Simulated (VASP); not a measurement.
OSZICAR of a VASP run on Cd (hcp):

File OSZICAR:
```
       N       E                     dE             d eps       ncg     rms          rms(c)
DAV:   1     0.165111936480E+03    0.16511E+03   -0.13426E+04  4808   0.151E+03
DAV:   2     0.697400931836E+00   -0.16441E+03   -0.16115E+03  4904   0.374E+02
DAV:   3    -0.258259441662E+01   -0.32800E+01   -0.32757E+01  6056   0.631E+01
DAV:   4    -0.258641060224E+01   -0.38162E-02   -0.38158E-02  5448   0.187E+00
DAV:   5    -0.258642062875E+01   -0.10027E-04   -0.10028E-04  6088   0.911E-02    0.475E+00
DAV:   6    -0.241567488496E+01    0.17075E+00   -0.47686E-01  5048   0.925E+00    0.375E+00
DAV:   7    -0.240351419325E+01    0.12161E-01   -0.37899E-02  5584   0.200E+00    0.198E+00
DAV:   8    -0.240179135144E+01    0.17228E-02   -0.34430E-03  5128   0.863E-01    0.102E-01
DAV:   9    -0.240180103792E+01   -0.96865E-05   -0.30816E-05  6152   0.687E-02    0.445E-02
DAV:  10    -0.240181959943E+01   -0.18562E-04   -0.15306E-05  5280   0.485E-02    0.360E-03
DAV:  11    -0.240181975100E+01   -0.15158E-06   -0.11740E-07  4944   0.375E-03    0.152E-03
DAV:  12    -0.240181998544E+01   -0.23444E-06   -0.85546E-09  3000   0.959E-04    0.104E-03
DAV:  13    -0.240182002888E+01   -0.43436E-07   -0.14709E-09  2880   0.469E-04
   1 F= -.24018200E+01 E0= -.24018200E+01  d E =0.000000E+00
```

### Question
Which electronic solver shows in the log?

### Answer
It is blocked Davidson (ALGO = Normal, or the opening steps of other solvers). The INCAR had ALGO = Normal.

### Question
Can the final energy be trusted as converged?

### Answer
The run converged. It stopped with EDIFF = 1E-7, NELM = 100 (PBEsol GGA, plane waves, VASP's PBE PAW potentials (set 64)).

The compound is Cd in the hcp structure. It was relaxed first.
